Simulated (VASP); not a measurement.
Runs of VASP 6.6.1 on Fe. The cell holds a sheet with vacuum, 1 atom: a = 2.311 Å, b = 2.311 Å, c = 23.800 Å, α = 90.00°, β = 90.00°, γ = 90.00°. The cell was built by a generator and needn't be a form met in nature.

| task | level | potentials or basis | U | k mesh | smearing | k mesh for the DOS | occupations for the DOS | moment (μB) |
| --- | --- | --- | --- | --- | --- | --- | --- | --- |
| density of states | LDA+U | VASP PAW LDA potentials, release 64 (Fe) | Fe d U = 2 eV | 8 × 8 × 1 | fermi-dirac 0.05 eV | 12 × 12 × 1 | tetrahedron | 3.02 |
| density of states | LDA | VASP PAW LDA potentials, release 64 (Fe) | - | 8 × 8 × 1 | fermi-dirac 0.05 eV | 12 × 12 × 1 | tetrahedron | 2.65 |
| work function | PBE | VASP PAW PBE potentials, release 64 (Fe) | - | 11 × 11 × 1 | gaussian 0.05 eV | - | - | (b) |
| density of states | LDA+U | VASP PAW LDA potentials, release 64 (Fe) | Fe d U = 3 eV | 8 × 8 × 1 | fermi-dirac 0.05 eV | 12 × 12 × 1 | tetrahedron | 3.18 |
| density of states | LDA+U | VASP PAW LDA potentials, release 64 (Fe) | Fe d U = 4 eV | 8 × 8 × 1 | fermi-dirac 0.05 eV | 12 × 12 × 1 | tetrahedron | (a) |

Alike in all rows: spin collinear, ferromagnetic start; cell as given; cutoff (eV) 520.

**Question.** Estimate the missing entries.

**Answer.** (a) 3.19; (b) 2.74.

Caveats: the U is typed as a test and isn't derived for this compound (some runs).

Not every run made on this cell is shown here.
